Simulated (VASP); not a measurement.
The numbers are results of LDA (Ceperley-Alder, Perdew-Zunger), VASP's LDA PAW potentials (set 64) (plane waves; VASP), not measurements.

Input for VASP

POSCAR:
```
Al
1
    2.8124600000     0.0000000000     0.0000000000
   -1.4062300000     2.4356620000     0.0000000000
    0.0000000000     0.0000000000     4.8668500000
Al
2
Direct
  0.6666670000   0.3333330000   0.7500000000
  0.3333330000   0.6666670000   0.2500000000
```

**INCAR**
```
! general
SYSTEM=Al
PREC  =Accurate
ENCUT =400   ! plane-wave cut-off (eV)
LREAL =.FALSE.   ! projection in real space or not
LASPH =.TRUE.

! electronic loop
EDIFF =1E-6   ! SCF stop (eV)
NELM  =100   ! most electronic steps
ALGO  =Normal   ! blocked Davidson

! smearing
ISMEAR=1   ! Methfessel-Paxton
SIGMA =0.1   ! width (eV)

! ions
IBRION=2   ! conjugate gradients
NSW   =60
ISIF  =3
EDIFFG=-0.01   ! ionic stop

! output
LWAVE =.FALSE.
LCHARG=.FALSE.
```

File KPOINTS:
```
kpoints
0
gamma
 13 13 7
```

POTCAR, in this order: Al (LDA.64 set). Program: vasp_std.

Output

File OSZICAR:
```
       N       E                     dE             d eps       ncg     rms          rms(c)
DAV:   1    -0.162777067713E+01   -0.16278E+01   -0.20379E+03  1183   0.549E+02
DAV:   2    -0.830460896823E+01   -0.66768E+01   -0.62605E+01  1645   0.456E+01
DAV:   3    -0.835367268073E+01   -0.49064E-01   -0.48897E-01  1694   0.517E+00
DAV:   4    -0.835381035613E+01   -0.13768E-03   -0.13771E-03  1729   0.238E-01
DAV:   5    -0.835381050890E+01   -0.15277E-06   -0.15379E-06  1722   0.565E-03    0.188E+00
DAV:   6    -0.831744967159E+01    0.36361E-01   -0.56579E-03  1477   0.474E-01    0.106E+00
DAV:   7    -0.829440651756E+01    0.23043E-01   -0.12929E-02  1484   0.702E-01    0.185E-01
DAV:   8    -0.829422834155E+01    0.17818E-03   -0.14001E-04  1890   0.884E-02    0.122E-02
DAV:   9    -0.829422785305E+01    0.48849E-06   -0.50417E-07  1533   0.535E-03
   1 F= -.82942279E+01 E0= -.82943258E+01  d E =-.829423E+01
       N       E                     dE             d eps       ncg     rms          rms(c)
DAV:   1    -0.831473606147E+01   -0.20508E-01   -0.27993E-01  1617   0.319E+00    0.382E-01
DAV:   2    -0.831282526597E+01    0.19108E-02   -0.20121E-03  1456   0.329E-01    0.168E-01
DAV:   3    -0.831173932836E+01    0.10859E-02   -0.72927E-04  1589   0.145E-01    0.505E-02
DAV:   4    -0.831165739891E+01    0.81929E-04   -0.73366E-05  1512   0.500E-02    0.269E-02
DAV:   5    -0.831165565353E+01    0.17454E-05   -0.21366E-06  1323   0.908E-03    0.181E-03
DAV:   6    -0.831165565337E+01    0.16473E-09   -0.41324E-08   812   0.181E-03
   2 F= -.83116557E+01 E0= -.83114692E+01  d E =-.174278E-01
       N       E                     dE             d eps       ncg     rms          rms(c)
DAV:   1    -0.831187498446E+01   -0.21933E-03   -0.30062E-03  1610   0.335E-01    0.400E-02
DAV:   2    -0.831185520069E+01    0.19784E-04   -0.21592E-05  1463   0.343E-02    0.174E-02
DAV:   3    -0.831184391747E+01    0.11283E-04   -0.70534E-06  1561   0.144E-02    0.523E-03
DAV:   4    -0.831184298668E+01    0.93079E-06   -0.75758E-07   805   0.516E-03
   3 F= -.83118430E+01 E0= -.83116253E+01  d E =-.176151E-01
       N       E                     dE             d eps       ncg     rms          rms(c)
DAV:   1    -0.831969569916E+01   -0.78518E-02   -0.11592E-01  1638   0.186E+00    0.170E-01
DAV:   2    -0.831895407375E+01    0.74163E-03   -0.98587E-04  1323   0.249E-01    0.983E-02
DAV:   3    -0.831856871948E+01    0.38535E-03   -0.80116E-04  1498   0.138E-01    0.547E-03
DAV:   4    -0.831857002865E+01   -0.13092E-05   -0.15555E-05  1358   0.324E-02    0.388E-03
DAV:   5    -0.831857008093E+01   -0.52280E-07   -0.13920E-07   917   0.308E-03
   4 F= -.83185701E+01 E0= -.83185766E+01  d E =-.672709E-02
       N       E                     dE             d eps       ncg     rms          rms(c)
DAV:   1    -0.831859512988E+01   -0.25101E-04   -0.15499E-04  1645   0.682E-02    0.618E-03
DAV:   2    -0.831859414773E+01    0.98215E-06   -0.13134E-06  1281   0.912E-03
   5 F= -.83185941E+01 E0= -.83185953E+01  d E =-.675116E-02
       N       E                     dE             d eps       ncg     rms          rms(c)
DAV:   1    -0.831927267789E+01   -0.67755E-03   -0.11583E-02  1575   0.674E-01    0.855E-02
DAV:   2    -0.831920785927E+01    0.64819E-04   -0.69748E-05  1442   0.641E-02    0.338E-02
DAV:   3    -0.831916991086E+01    0.37948E-04   -0.11610E-05  1442   0.205E-02    0.120E-02
DAV:   4    -0.831916402469E+01    0.58862E-05   -0.32014E-06  1323   0.105E-02    0.616E-03
DAV:   5    -0.831916401541E+01    0.92892E-08   -0.24090E-08   651   0.154E-03
   6 F= -.83191640E+01 E0= -.83191604E+01  d E =-.569868E-03
       N       E                     dE             d eps       ncg     rms          rms(c)
DAV:   1    -0.831920974958E+01   -0.45725E-04   -0.49889E-04  1575   0.140E-01    0.177E-02
DAV:   2    -0.831920694162E+01    0.28080E-05   -0.29941E-06  1442   0.133E-02    0.702E-03
DAV:   3    -0.831920530114E+01    0.16405E-05   -0.48773E-07   693   0.428E-03    0.238E-03
DAV:   4    -0.831920504951E+01    0.25163E-06   -0.15392E-07   616   0.248E-03
   7 F= -.83192050E+01 E0= -.83192021E+01  d E =-.610902E-03
       N       E                     dE             d eps       ncg     rms          rms(c)
DAV:   1    -0.831924538296E+01   -0.40082E-04   -0.37350E-04  1631   0.106E-01    0.965E-03
DAV:   2    -0.831924300823E+01    0.23747E-05   -0.31828E-06  1323   0.141E-02    0.559E-03
DAV:   3    -0.831924175981E+01    0.12484E-05   -0.25742E-06  1176   0.782E-03    0.347E-04
DAV:   4    -0.831924176552E+01   -0.57141E-08   -0.63392E-08   623   0.217E-03
   8 F= -.83192418E+01 E0= -.83192408E+01  d E =-.367160E-04
       N       E                     dE             d eps       ncg     rms          rms(c)
DAV:   1    -0.831940404390E+01   -0.16228E-03   -0.33487E-03  1631   0.317E-01    0.287E-02
DAV:   2    -0.831938325118E+01    0.20793E-04   -0.28181E-05  1316   0.422E-02    0.167E-02
DAV:   3    -0.831937229135E+01    0.10960E-04   -0.22646E-05  1505   0.231E-02    0.971E-04
DAV:   4    -0.831937232472E+01   -0.33370E-07   -0.41710E-07   686   0.542E-03
   9 F= -.83193723E+01 E0= -.83194475E+01  d E =-.167275E-03
       N       E                     dE             d eps       ncg     rms          rms(c)
DAV:   1    -0.831993604585E+01   -0.56375E-03   -0.13307E-02  1638   0.633E-01    0.584E-02
DAV:   2    -0.831985173380E+01    0.84312E-04   -0.11097E-04  1316   0.836E-02    0.338E-02
DAV:   3    -0.831980780900E+01    0.43925E-04   -0.88424E-05  1484   0.458E-02    0.202E-03
DAV:   4    -0.831980794537E+01   -0.13637E-06   -0.17074E-06  1113   0.107E-02
  10 F= -.83198079E+01 E0= -.83199763E+01  d E =-.602896E-03
       N       E                     dE             d eps       ncg     rms          rms(c)
DAV:   1    -0.832115308723E+01   -0.13453E-02   -0.52857E-02  1638   0.126E+00    0.135E-01
DAV:   2    -0.832070060604E+01    0.45248E-03   -0.48706E-04  1330   0.169E-01    0.767E-02
DAV:   3    -0.832047942102E+01    0.22119E-03   -0.42591E-04  1456   0.101E-01    0.426E-03
DAV:   4    -0.832048015564E+01   -0.73462E-06   -0.85539E-06  1365   0.239E-02
  11 F= -.83204802E+01 E0= -.83204901E+01  d E =-.127511E-02
       N       E                     dE             d eps       ncg     rms          rms(c)
DAV:   1    -0.832053138766E+01   -0.51967E-04   -0.39217E-03  1645   0.339E-01    0.403E-02
DAV:   2    -0.832048920924E+01    0.42178E-04   -0.40171E-05  1323   0.467E-02    0.229E-02
DAV:   3    -0.832046881823E+01    0.20391E-04   -0.39842E-05  1442   0.307E-02    0.120E-03
DAV:   4    -0.832046888544E+01   -0.67209E-07   -0.77433E-07   777   0.739E-03
  12 F= -.83204689E+01 E0= -.83205107E+01  d E =-.126384E-02
       N       E                     dE             d eps       ncg     rms          rms(c)
DAV:   1    -0.832051920535E+01   -0.50387E-04   -0.10486E-03  1645   0.176E-01    0.207E-02
DAV:   2    -0.832050815389E+01    0.11051E-04   -0.10678E-05  1316   0.242E-02    0.118E-02
DAV:   3    -0.832050282843E+01    0.53255E-05   -0.10335E-05  1442   0.157E-02    0.608E-04
DAV:   4    -0.832050284572E+01   -0.17282E-07   -0.19806E-07   637   0.377E-03
  13 F= -.83205028E+01 E0= -.83205271E+01  d E =-.129780E-02
```

File OUTCAR:
```
------------------------ aborting loop because EDIFF is reached ----------------------------------------
  FORCE on cell =-STRESS in cart. coord.  units (eV):
  Direction    XX          YY          ZZ          XY          YZ          ZX
  --------------------------------------------------------------------------------------
  Total        0.0068041      0.0068041      0.0016671      0.0000000     -0.0000000      0.0000000
  in kB        0.3424683      0.3424683      0.0839087      0.0000000     -0.0000000      0.0000000
  external PRESSURE =       0.2562817 kB  Pullay stress =       0.0000000 kB
  volume of cell :       31.83
      direct lattice vectors                 reciprocal lattice vectors
     2.825840541 -0.000000000  0.000000000     0.353877010  0.204310970 -0.000000000
    -1.412920270  2.447249891 -0.000000000     0.000000000  0.408621941 -0.000000000
     0.000000000  0.000000000  4.602945798    -0.000000000  0.000000000  0.217252178
 POSITION                                       TOTAL-FORCE (eV/Angst)
 -----------------------------------------------------------------------------------
      1.41292      0.81575      3.45221         0.000000      0.000000      0.000000
     -0.00000      1.63150      1.15074        -0.000000     -0.000000     -0.000000
 -----------------------------------------------------------------------------------
    total drift:                               -0.000005      0.000003     -0.000008
  FREE ENERGIE OF THE ION-ELECTRON SYSTEM (eV)
  ---------------------------------------------------
  free  energy   TOTEN  =        -8.3205028457 eV

  energy  without entropy=       -8.3205755397  energy(sigma->0) =       -8.32052708

 reached required accuracy - stopping structural energy minimisation
```
(Selected blocks of OUTCAR.)

CONTCAR:
```
Al
   1.00000000000000
     2.8258405405905833   -0.0000000000000000    0.0000000000000001
    -1.4129202702952917    2.4472498906741635   -0.0000000000000002
     0.0000000000000000    0.0000000000000001    4.6029457975415866
  Al
     2
Direct
     0.6666669999999968    0.3333330000000032    0.7500000000000000
     0.3333330000000032    0.6666669999999968    0.2500000000000000
```

Energy and stress use the plane-wave basis of the starting cell.

The structure comes from a computed database's Al entry (P6_3/mmc); how it stands against other phases isn't given here. This run relaxes it. Symmetry was kept, so distortions that lower it aren't found.
